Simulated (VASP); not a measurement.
Level of theory: PBE GGA, VASP's PBE PAW potentials (set 64) (plane waves; VASP).

Input for VASP

File KPOINTS:
```
K-points
0
G
  19 19 19
0 0 0
```

POSCAR:
```
V
1
   -1.4972146716     1.4972146716     1.4972146716
    1.4972146716    -1.4972146716     1.4972146716
    1.4972146716     1.4972146716    -1.4972146716
V
1
Direct
  0.0000000000   0.0000000000   0.0000000000
```

**INCAR**
```
ALGO = Fast
EDIFF = 1E-5
EDIFFG = -0.03
ENCUT = 400
GGA = PE
IBRION = 2
ISIF = 2
ISMEAR = 1
LASPH = .TRUE.
LCHARG = .FALSE.
LMAXMIX = 4
LREAL = .FALSE.
LWAVE = .FALSE.
NELM = 100
NELMIN = 4
NSW = 20
PREC = Normal
SIGMA = 0.1
SYSTEM = V
```

POTCAR, in this order: V_sv (PBE.64 set). Program: vasp_std.

Output

File OUTCAR:
```
 ion  position               nearest neighbor table
   1  0.000  0.000  0.000-
  LATTYP: Found a body centered cubic cell.
 ALAT       =     2.9944293432
 Subroutine PRICEL returns:
 Original cell was already a primitive cell.
 Subroutine GETGRP returns: Found 48 space group operations
The static configuration has the point symmetry O_h .
The dynamic configuration has the point symmetry O_h .
 Subroutine INISYM returns: Found 48 space group operations
 Subroutine IBZKPT returns following result:
 Found    220 irreducible k-points:

 Following reciprocal coordinates:
            Coordinates               Weight
  0.000000  0.000000  0.000000      1.000000
  0.052632  0.000000  0.000000     12.000000
  0.105263  0.000000  0.000000     12.000000
  0.157895  0.000000  0.000000     12.000000
  0.210526  0.000000  0.000000     12.000000
  0.263158  0.000000  0.000000     12.000000
  0.315789  0.000000  0.000000     12.000000
  0.368421  0.000000  0.000000     12.000000
  0.421053  0.000000  0.000000     12.000000
  0.473684  0.000000  0.000000     12.000000
  0.052632  0.052632  0.000000     24.000000
  0.105263  0.052632  0.000000     48.000000
  0.157895  0.052632  0.000000     48.000000
  0.210526  0.052632  0.000000     48.000000
  0.263158  0.052632  0.000000     48.000000
  0.315789  0.052632  0.000000     48.000000
  0.368421  0.052632  0.000000     48.000000
  0.421053  0.052632  0.000000     48.000000
  0.473684  0.052632 -0.000000     24.000000
  0.105263  0.105263  0.000000     24.000000
  0.157895  0.105263  0.000000     48.000000
  0.210526  0.105263  0.000000     48.000000
  0.263158  0.105263  0.000000     48.000000
  0.315789  0.105263  0.000000     48.000000
  0.368421  0.105263  0.000000     48.000000
...
```

**OSZICAR**
```
       N       E                     dE             d eps       ncg     rms          rms(c)
DAV:   1     0.697186407885E+02    0.69719E+02   -0.64187E+03  4402   0.118E+03
DAV:   2    -0.918902489799E+01   -0.78908E+02   -0.77269E+02  4546   0.327E+02
DAV:   3    -0.103705442001E+02   -0.11815E+01   -0.11634E+01  4620   0.470E+01
DAV:   4    -0.103780763965E+02   -0.75322E-02   -0.75219E-02  4468   0.377E+00
DAV:   5    -0.103781443765E+02   -0.67980E-04   -0.67982E-04  4560   0.370E-01    0.184E+01
RMM:   6    -0.899061057322E+01    0.13875E+01   -0.52141E+00  4400   0.301E+01    0.167E+00
RMM:   7    -0.899821764303E+01   -0.76071E-02   -0.35334E-01  4406   0.446E+00    0.964E-01
RMM:   8    -0.899132552921E+01    0.68921E-02   -0.18431E-02  4401   0.214E+00    0.459E-01
RMM:   9    -0.899070548392E+01    0.62005E-03   -0.24414E-03  4481   0.686E-01    0.810E-02
RMM:  10    -0.899077135861E+01   -0.65875E-04   -0.86623E-04  4466   0.349E-01    0.810E-02
RMM:  11    -0.899072586822E+01    0.45490E-04   -0.24661E-04  4400   0.254E-01    0.105E-02
RMM:  12    -0.899072586961E+01   -0.13893E-08   -0.14922E-05  2610   0.626E-02
   1 F= -.89907259E+01 E0= -.89908257E+01  d E =-.899073E+01
```

OUTCAR:
```
------------------------ aborting loop because EDIFF is reached ----------------------------------------
  FORCE on cell =-STRESS in cart. coord.  units (eV):
  Direction    XX          YY          ZZ          XY          YZ          ZX
  --------------------------------------------------------------------------------------
  Total       -0.0689155     -0.0689155     -0.0689155      0.0000000      0.0000000      0.0000000
  in kB       -8.2246121     -8.2246121     -8.2246121      0.0000000      0.0000000      0.0000000
  external PRESSURE =      -8.2246121 kB  Pullay stress =       0.0000000 kB
  volume of cell :       13.42
      direct lattice vectors                 reciprocal lattice vectors
    -1.497214672  1.497214672  1.497214672     0.000000000  0.333953447  0.333953447
     1.497214672 -1.497214672  1.497214672     0.333953447  0.000000000  0.333953447
     1.497214672  1.497214672 -1.497214672     0.333953447  0.333953447  0.000000000
 POSITION                                       TOTAL-FORCE (eV/Angst)
 -----------------------------------------------------------------------------------
      0.00000      0.00000      0.00000        -0.000000      0.000000      0.000000
 -----------------------------------------------------------------------------------
    total drift:                               -0.000000     -0.000000     -0.000000
  FREE ENERGIE OF THE ION-ELECTRON SYSTEM (eV)
  ---------------------------------------------------
  free  energy   TOTEN  =        -8.9907258696 eV

  energy  without entropy=       -8.9910252501  energy(sigma->0) =       -8.99082566

 reached required accuracy - stopping structural energy minimisation
```
(Selected blocks of OUTCAR.)

File OUTCAR:
```
 val. band max:        9.7417084814   @ k =   0.1053   0.1053   0.0000

 cond. band min:       9.7523134039   @ k =  -0.3684   0.4737   0.1579


 Fermi energy:         9.7438935240

 k-point     1 :       0.0000    0.0000    0.0000
  band No.  band energies     occupation
      1     -53.9549      2.00000
      2     -27.2568      2.00000
      3     -27.2568      2.00000
      4     -27.2568      2.00000
      5       3.1539      2.00000
      6      10.1658     -0.00000
      7      10.1658     -0.00000
      8      10.1658     -0.00000
      9      12.1836      0.00000
     10      12.1836      0.00000

 k-point     2 :       0.0526    0.0000    0.0000
  band No.  band energies     occupation
      1     -53.9500      2.00000
      2     -27.2833      2.00000
      3     -27.2652      2.00000
      4     -27.2576      2.00000
      5       3.2666      2.00000
      6      10.1172     -0.00000
      7      10.1555     -0.00000
      8      10.2455     -0.00000
      9      12.1269      0.00000
     10      12.1864      0.00000

 k-point     3 :       0.1053    0.0000    0.0000
  band No.  band energies     occupation
      1     -53.9345      2.00000
      2     -27.3574      2.00000
      3     -27.2878      2.00000
      4     -27.2581      2.00000
      5       3.5964      2.00000
      6       9.9801     -0.00419
      7      10.1122     -0.00000
      8      10.4817     -0.00000
      9      11.9920      0.00000
     10      12.1971      0.00000

 k-point     4 :       0.1579    0.0000    0.0000
  band No.  band energies     occupation
      1     -53.9106      2.00000
      2     -27.4713      2.00000
      3     -27.3227      2.00000
      4     -27.2590      2.00000
      5       4.1164      2.00000
      6       9.7749      0.50207
      7      10.0055     -0.00136
      8      10.8605     -0.00000
      9      11.8651      0.00000
     10      12.2194      0.00000

 k-point     5 :       0.2105    0.0000    0.0000
...
```

The compound is V in the bcc structure. It was relaxed first. The run is not spin-polarised, so no magnetic state was tried.
